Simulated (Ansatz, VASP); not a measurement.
# Cross-check of SnO2 (Cassiterite) between VASP and Ansatz, part 2 of 2

Aim: how closely do two programs agree when they are given the same cell, functional and k mesh?

VASP 6.6.1 and Ansatz 0.2.0.

So far. Step 2 (VASP: band structure, PBE, spin-orbit coupling): The run ends at a pressure of 7.30 GPa, with forces up to 0.28 eV/Å.

## 3. Ansatz: band structure, PBE, spin-orbit coupling

Level of this step: Ansatz beside VASP: Kohn-Sham DFT, plane waves, PBE, spin-orbit coupling (Ansatz).

Ansatz runs on its fully relativistic PAW (standard-fr) files.

The same cell, functional, mesh and smearing now go to Ansatz, which takes its cutoff from its data sets.

File input.yaml:

```yaml
crystal:
  lattice:
    - [4.738, 0.0, 0.0]
    - [0.0, 4.738, 0.0]
    - [0.0, 0.0, 3.1865]
  atoms:
    - { symbol: Sn, position: [0.0, 0.0, 0.0] }
    - { symbol: Sn, position: [0.5, 0.5, 0.5] }
    - { symbol: O, position: [0.3071, 0.3071, 0.0] }
    - { symbol: O, position: [0.1929, 0.8071, 0.5] }
    - { symbol: O, position: [0.6929, 0.6929, 0.0] }
    - { symbol: O, position: [0.8071, 0.1929, 0.5] }
hamiltonian:
  xc: pbe
  pseudopotentials: { kind: paw_fr }
magnetization:
  noncollinear: true
  spin_orbit: true
kpoints:
  mp_grid: { grid: [4, 4, 4] }
  band_path:
    path:
      - [0.0, 0.0, 0.0]
      - [0.0, 0.13636, 0.0]
      - [0.0, 0.31818, 0.0]
      - [0.0, 0.5, 0.0]
      - [0.09091, 0.5, 0.0]
      - [0.27273, 0.5, 0.0]
      - [0.45455, 0.5, 0.0]
      - [0.45455, 0.45455, 0.0]
      - [0.27273, 0.27273, 0.0]
      - [0.09091, 0.09091, 0.0]
      - [0.0, 0.0, 0.0]
      - [0.0, 0.0, 0.18182]
      - [0.0, 0.0, 0.36364]
      - [0.0, 0.0, 0.5]
      - [0.0, 0.13636, 0.5]
      - [0.0, 0.31818, 0.5]
      - [0.0, 0.5, 0.5]
      - [0.09091, 0.5, 0.5]
      - [0.27273, 0.5, 0.5]
      - [0.45455, 0.5, 0.5]
      - [0.45455, 0.45455, 0.5]
      - [0.27273, 0.27273, 0.5]
      - [0.09091, 0.09091, 0.5]
      - [0.0, 0.5, 0.0]
      - [0.0, 0.5, 0.18182]
      - [0.0, 0.5, 0.36364]
      - [0.0, 0.5, 0.5]
      - [0.5, 0.5, 0.13636]
      - [0.5, 0.5, 0.31818]
      - [0.5, 0.5, 0.5]
    npoints: 1
scf:
  occupations: { method: gaussian, width: 0.01 }
  n_extra_bands: 18
output:
  forces: true
  stress: true
  eigenvalues: true
```

Run with:

```
$ ansatz run input.yaml --threads 4 --pin off --max-ram 9216MiB --backend cpu --events-out ev --progress --plain --runs-dir out
```

Numbers of over 12 decimals in the logs are rounded to 6 here.

Log:

```text
scf.n_extra_bands = 18 over 52 filled bands (N_el = 52.0): the run solves 70 bands
Engine: ansatz 0.2.0, aarch64-unknown-linux-gnu
Pseudopotentials: kind: paw_fr
Pseudopotential: Sn, paw_fr, valence charge 14, recommended cutoff 420 eV (normal), Sn.paw.azcp#standard-fr
Pseudopotential: O, paw_fr, valence charge 6, recommended cutoff 420 eV (normal), O.paw.azcp#standard-fr
Functional definition: PBE
  parameter kappa = 0.804
  parameter beta = 0.066725
  exchange = pbe_x(kappa = kappa, mu = beta*pi^2/3)
  correlation = pbe_c(beta = beta)
non-collinear run that drives no moment, with spin-orbit: no starting moment large enough to seed its density (crystal.atoms[].spin), no starting occupations that ask for one, no magnetisation constraint and no magnetic field, so the semilocal B_xc is pinned to zero
Crystal: 6 atoms, lattice volume = 71.533 Å³
Basis set: ecut = 420 eV, 1411 PW (Γ), exchange–correlation on 64×64×48 points (8 copies of the dense FFT grid, shifted against one another)
Bands: 70, of which v1, the nominal top of the filled ones, is band 52 counted from 1 (51 counted from 0)
Symmetry: 16 space group operations + 16 with time reversal
Magnetic group: BNS 136.496 (UNI 1156), of the structure as read, at distance tolerance 4.2e-5 Å
k-points: 18 of 64
Projection manifold: j_resolved (fully-relativistic pseudo-atomic orbitals)
Non-local potential: Sn, projectors of the file, l = 0: 2, l = 1: 4, l = 2: 4, l = 3: 4
Non-local potential: O, projectors of the file, l = 0: 2, l = 1: 4, l = 2: 2
PAW form: soft (Blöchl's): semilocal exchange-correlation on the pseudo side does not see the compensation charge
PAW one-centre angular grid: Sn, 590 points (default); XC on 64 Gauss nodes
PAW one-centre angular grid: O, 110 points (default); XC on 64 Gauss nodes
Initial density: superposition of atomic densities (chi_scale 0.1, normalization cell, long waves kept (reshape's long-wave potential 0.00 eV rms))
Initial wavefunctions: pseudopotential atomic-orbital guess
Functional: x = pbe(κ = 0.804, μ = 0.219515), c = pbe(β = 0.066725)
SCF iter   1: F=—  HF=-14323.203747 eV  |F-HF|=—  |Δ(HF+E_count)|=         —  Δρ=9.05e-2  dr2=4.31e0  dr2_m=0.00e0 (ungated)  ethr=3.10e-3  |M|=0.00e0 ∫|m|=0.00e0 μB  |m|>n=0.0e0 m-floor=0.0e0 τ_xc=0.0e0  β_m=0.30  ⟨swp⟩=5.9  Hψ=2988  notcnv=0  defer=72
preconditioner: auto → Resta (q_TF=auto, 2.587 Å⁻¹)  ε∞=3.2  [insulator: Δε(μ)=1.865 eV  Ē_g=21.587 eV  σ=0.010 eV  W_gap=1.00  n_scr=18 (ndim 8)  ℏωp=31.7 eV  f_vac=0.000  D(μ)=0.00/eV (n_scr^D=0)  ε∞_Penn≈3.2]
spin=Noncollinear: Resta preconditioning applied to the charge; magnetization (m_x, m_y, m_z) channels mix plain (no charge-response kernel on spin).
SCF iter   2: F=—  HF=-14322.408432 eV  |F-HF|=—  |Δ(HF+E_count)|=   7.95e-1  Δρ=5.63e-2  dr2=1.45e0  dr2_m=0.00e0 (ungated)  ethr=3.10e-3  |M|=0.00e0 ∫|m|=0.00e0 μB  |m|>n=0.0e0 m-floor=0.0e0 τ_xc=0.0e0  β_m=0.49  ⟨swp⟩=2.6  Hψ=993  notcnv=0  defer=222
SCF iter   3: F=—  HF=-14322.096687 eV  |F-HF|=—  |Δ(HF+E_count)|=   3.12e-1  Δρ=1.70e-2  dr2=1.21e-1  dr2_m=0.00e0 (ungated)  ethr=2.78e-3  |M|=0.00e0 ∫|m|=0.00e0 μB  |m|>n=0.0e0 m-floor=0.0e0 τ_xc=0.0e0  β_m=0.62  ⟨swp⟩=3.0  Hψ=1039  notcnv=0  defer=222
SCF iter   4: F=—  HF=-14322.087271 eV  |F-HF|=—  |Δ(HF+E_count)|=   9.42e-3  Δρ=2.59e-3  dr2=3.46e-3  dr2_m=0.00e0 (ungated)  ethr=2.32e-4  |M|=0.00e0 ∫|m|=0.00e0 μB  |m|>n=0.0e0 m-floor=0.0e0 τ_xc=0.0e0  β_m=0.74  ⟨swp⟩=3.0  Hψ=1063  notcnv=0  defer=222
SCF iter   5: F=—  HF=-14322.090689 eV  |F-HF|=—  |Δ(HF+E_count)|=   3.42e-3  Δρ=7.92e-4  dr2=3.55e-4  dr2_m=0.00e0 (ungated)  ethr=6.65e-6  |M|=0.00e0 ∫|m|=0.00e0 μB  |m|>n=0.0e0 m-floor=0.0e0 τ_xc=0.0e0  β_m=0.87  ⟨swp⟩=2.1  Hψ=792  notcnv=0  defer=222
SCF iter   6: F=—  HF=-14322.091116 eV  |F-HF|=—  |Δ(HF+E_count)|=   4.26e-4  Δρ=9.67e-5  dr2=5.68e-6  dr2_m=0.00e0 (ungated)  ethr=6.83e-7  |M|=0.00e0 ∫|m|=0.00e0 μB  |m|>n=0.0e0 m-floor=0.0e0 τ_xc=0.0e0  β_m=0.93  ⟨swp⟩=2.0  Hψ=844  notcnv=0  defer=222
SCF iter   7: F=—  HF=-14322.091123 eV  |F-HF|=—  |Δ(HF+E_count)|=   7.31e-6  Δρ=1.59e-5  dr2=1.55e-7  dr2_m=0.00e0 (ungated)  ethr=1.09e-8  |M|=0.00e0 ∫|m|=0.00e0 μB  |m|>n=0.0e0 m-floor=0.0e0 τ_xc=0.0e0  β_m=0.97  ⟨swp⟩=2.0  Hψ=901  notcnv=0  defer=222
SCF iter   8: F=-14322.091123 eV  HF=-14322.091123 eV  |F-HF|=4.39e-9  |Δ(HF+E_count)|=   1.83e-7  Δρ=2.23e-6  dr2=3.81e-9  dr2_m=0.00e0 (ungated)  ethr=1.92e-10  |M|=0.00e0 ∫|m|=0.00e0 μB  |m|>n=0.0e0 m-floor=0.0e0 τ_xc=0.0e0  ⟨swp⟩=11.3  Hψ=3243  notcnv=0
SCF 1 converged in 8 iterations: F = -14322.091123 eV  dr2 = 3.81e-9
  greatest PAW one-centre occupation: 0.996 electrons in one spin orbital (limit 2), on the Sn atom at site 0 (counted from 0), in its partial waves of l = 2
NSCF: frozen V_eff on 30 k-points
SCF converged after 8 iterations
Magnetization: |M| = 0.0000 μB,  M = (+0.0000, +0.0000, +0.0000) μB
Absolute magnetization: 0.0000 μB (∫|m|)
  site 0: m = (+0.0000, +0.0000, +0.0000) μB, |m| = 0.0000 μB  (R = 0.85 Å)
  site 1: m = (+0.0000, +0.0000, +0.0000) μB, |m| = 0.0000 μB  (R = 0.85 Å)
  site 2: m = (+0.0000, +0.0000, +0.0000) μB, |m| = 0.0000 μB  (R = 0.85 Å)
  site 3: m = (+0.0000, +0.0000, +0.0000) μB, |m| = 0.0000 μB  (R = 0.85 Å)
  site 4: m = (+0.0000, +0.0000, +0.0000) μB, |m| = 0.0000 μB  (R = 0.85 Å)
  site 5: m = (+0.0000, +0.0000, +0.0000) μB, |m| = 0.0000 μB  (R = 0.85 Å)
Free energy (F): -14322.091123 eV
Harris-Foulkes:  -14322.091123 eV  (|F-HF|=4.39e-9)
Internal energy: -14322.091123 eV  (E = F + TS)
E sigma→0 (E₀):  -14322.091123 eV
Fermi energy:    10.169113 eV
--- Per-component energies (eV) ---
  E_band       = -114.245581
  E_kinetic    = 1085.585115
  E_local      = -2860.723953  (includes V_loc(G=0)·N_el)
  E_nonlocal   = 135.265022
  E_hartree    = 1490.973347
  E_xc         = -1055.447255
  E_vxc        = -564.171399  (∫ρ·V_xc dr)
  E_paw        = -8934.901638  (= ΣΔE_a)
  E_vpaw       = -892.156468  (= ΣTr[D̂ρ^β])
  E_aug_tail   = 0.010016  (compensation charges beyond the density's cutoff)
  E_ewald      = -4182.851779
  E_smearing   = -0.000000  (= −TS)
  E_closure    = -0.000000  (closes the sum)
  Σ components = -14322.091123   (vs F -14322.091123, Δ=0.00e0)
--- Forces (eV/Å), atoms counted from 1 ---
  atom   1  Sn     0.00000000     0.00000000     0.00000000
  atom   2  Sn     0.00000000    -0.00000000    -0.00000000
  atom   3  O     -0.19480414    -0.19480414     0.00000000
  atom   4  O      0.19480414    -0.19480414    -0.00000000
  atom   5  O      0.19480414     0.19480414    -0.00000000
  atom   6  O     -0.19480414     0.19480414     0.00000000
  max |Σ_I F_I| component: 2.78e-17 eV/Å
--- Stress (GPa, compression-positive) ---
        9.986155       0.000000       0.000000
        0.000000       9.986155       0.000000
        0.000000       0.000000      13.057164
  P = ⅓ Tr σ = 11.0098 GPa (110.098 kbar)
--- Band table (eV; the first three rows and the last of 18) ---
  k-point 0: bands = [... 48 lower, 8.7648, 8.7648, 9.5258, 9.5258, 10.8124, 10.8124, 15.6993, 15.6993, ... 14 higher]
  k-point 1: bands = [... 48 lower, 8.6917, 8.6917, 9.0257, 9.0257, 13.3867, 13.3867, 16.4863, 16.4863, ... 14 higher]
  k-point 2: bands = [... 48 lower, 8.2687, 8.2687, 8.2687, 8.2687, 15.7711, 15.7711, 15.7711, 15.7711, ... 14 higher]
  k-point 17: bands = [... 48 lower, 8.6917, 8.6917, 8.6917, 8.6917, 14.4652, 14.4652, 14.4652, 14.4652, ... 14 higher]
```

The job ended after 13 s (4 threads of Arm Neoverse V1, shared host; peak memory 0.67 GiB; 52 s of CPU time).

## 4. Side by side

Known differences besides the potentials themselves: spin-orbit coupling enters by fully relativistic files in Ansatz and inside the spheres in VASP; the cutoff is 420 eV in Ansatz and 440 eV in VASP. Total energies have different zeros and are not compared.

The two programs side by side:

```csv
quantity,Ansatz,VASP,difference
gap over the path points (eV),1.287,1.268,+0.019
```

Forces (eV/Å; atoms numbered as in POSCAR):

```csv
atom,"Ansatz x, y, z","VASP x, y, z"
Sn1,"0.000, 0.000, 0.000","0.000, 0.000, 0.000"
Sn2,"0.000, 0.000, 0.000","0.000, 0.000, 0.000"
O3,"-0.195, -0.195, 0.000","-0.195, -0.195, 0.000"
O4,"0.195, -0.195, 0.000","0.195, -0.195, 0.000"
O5,"0.195, 0.195, 0.000","0.195, 0.195, 0.000"
O6,"-0.195, 0.195, 0.000","-0.195, 0.195, 0.000"
```

Levels at points of the path, from each program's valence-band top (eV; 8 filled, then empty):

```csv
k (reciprocal lattice),Ansatz,VASP
0.000 0.000 0.000,-1.21 -1.21 -0.79 -0.79 -0.76 -0.76 0.00 0.00 1.29 1.29 6.17 6.17 6.25 6.25,-1.22 -1.22 -0.79 -0.79 -0.77 -0.77 0.00 0.00 1.27 1.27 6.15 6.15 6.23 6.23
0.000 0.136 0.000,-1.20 -1.20 -1.17 -1.17 -0.76 -0.76 -0.10 -0.10 1.78 1.78 5.99 5.99 6.39 6.39,-1.21 -1.21 -1.17 -1.17 -0.77 -0.77 -0.09 -0.09 1.76 1.76 5.97 5.97 6.37 6.37
0.000 0.318 0.000,-1.20 -1.20 -1.17 -1.17 -0.71 -0.71 -0.41 -0.41 3.10 3.10 5.46 5.46 6.75 6.75,-1.21 -1.21 -1.18 -1.18 -0.72 -0.72 -0.41 -0.41 3.09 3.09 5.44 5.44 6.73 6.73
0.000 0.500 0.000,-1.18 -1.18 -1.18 -1.18 -0.63 -0.63 -0.63 -0.63 4.45 4.45 4.45 4.45 7.09 7.09,-1.19 -1.19 -1.19 -1.19 -0.64 -0.64 -0.64 -0.64 4.43 4.43 4.43 4.43 7.07 7.07
0.091 0.500 0.000,-1.19 -1.19 -1.19 -1.19 -0.66 -0.66 -0.66 -0.66 4.48 4.48 4.48 4.48 7.12 7.12,-1.20 -1.20 -1.20 -1.20 -0.66 -0.66 -0.66 -0.66 4.47 4.47 4.47 4.47 7.11 7.11
0.273 0.500 0.000,-1.25 -1.25 -1.25 -1.25 -0.79 -0.79 -0.79 -0.79 4.68 4.68 4.68 4.68 7.34 7.34,-1.25 -1.25 -1.25 -1.25 -0.79 -0.79 -0.79 -0.79 4.66 4.66 4.66 4.66 7.32 7.32
0.455 0.500 0.000,-1.29 -1.29 -1.29 -1.29 -0.89 -0.89 -0.89 -0.89 4.85 4.85 4.85 4.85 7.50 7.50,-1.30 -1.30 -1.30 -1.30 -0.89 -0.89 -0.89 -0.89 4.83 4.83 4.83 4.83 7.49 7.49
0.455 0.455 0.000,-1.30 -1.30 -1.29 -1.29 -0.90 -0.90 -0.88 -0.88 4.80 4.80 4.88 4.88 7.49 7.49,-1.30 -1.30 -1.30 -1.30 -0.90 -0.90 -0.88 -0.88 4.78 4.78 4.86 4.86 7.48 7.48
0.273 0.273 0.000,-1.26 -1.26 -1.18 -1.18 -0.84 -0.84 -0.54 -0.54 3.58 3.58 5.36 5.36 7.03 7.03,-1.27 -1.27 -1.19 -1.19 -0.84 -0.84 -0.54 -0.54 3.56 3.56 5.34 5.34 7.01 7.01
0.091 0.091 0.000,-1.20 -1.20 -1.12 -1.12 -0.78 -0.78 -0.08 -0.08 1.73 1.73 5.99 5.99 6.40 6.40,-1.20 -1.20 -1.12 -1.12 -0.79 -0.79 -0.08 -0.08 1.71 1.71 5.97 5.97 6.39 6.39
```

The forces differ by 0.4 meV/Å r.m.s., which is 0.3 % of the r.m.s. force of 0.13 eV/Å (both taken over all components). Among the levels compared at these points, filled levels agree within 11 meV and empty ones within 24 meV. Not compared: the pressure (VASP's GW data sets at this cutoff don't carry it).

## 5. Further runs

Further runs change the set-up of one program: Ansatz's method, potentials or start, or VASP's data sets, cutoff or form of LDA. The table gives Ansatz less VASP for each quantity, since a change that brings one quantity closer may part another.

```csv
run,r.m.s. force difference (meV/Å),gap over the path points (eV)
as above,0.42,0.019
Ansatz's larger PAW set (cutoff 900 eV),1.6,0.022
norm-conserving potentials (cutoff 1143 eV),2.3,0.023
```

## 6. What came out

* difference in gap over the path points (band structure, PBE, spin-orbit coupling): 0.019 eV

What this shows: The difference in gap over the path points is 0.019 eV (band structure, PBE, spin-orbit coupling), within the 0.08 eV picked in this series as the mark of a large difference. Band structure, PBE, spin-orbit coupling, Ansatz's larger PAW set (cutoff 900 eV): r.m.s. force difference goes from 0.42 to 1.6 meV/Å. Band structure, PBE, spin-orbit coupling, norm-conserving potentials (cutoff 1143 eV): r.m.s. force difference goes from 0.42 to 2.3 meV/Å. 4 further runs of this series are not shown here. Such differences can come from data sets, numerical settings and the points named under the comparisons, not from the functional's error against experiment.

[Lines on the potential files, build, host, timing and source positions are cut from VASP's logs without a mark.]

[Logs are printed without paths, hosts, clocks, repeated set-up lines and the standing remarks that a program may print on its own settings, such as how far it seeks lower states.]

[Hosts, paths, dates, database ids (printed as entryN), source tags and the programs' standing remarks are cut or masked in the printed files.]
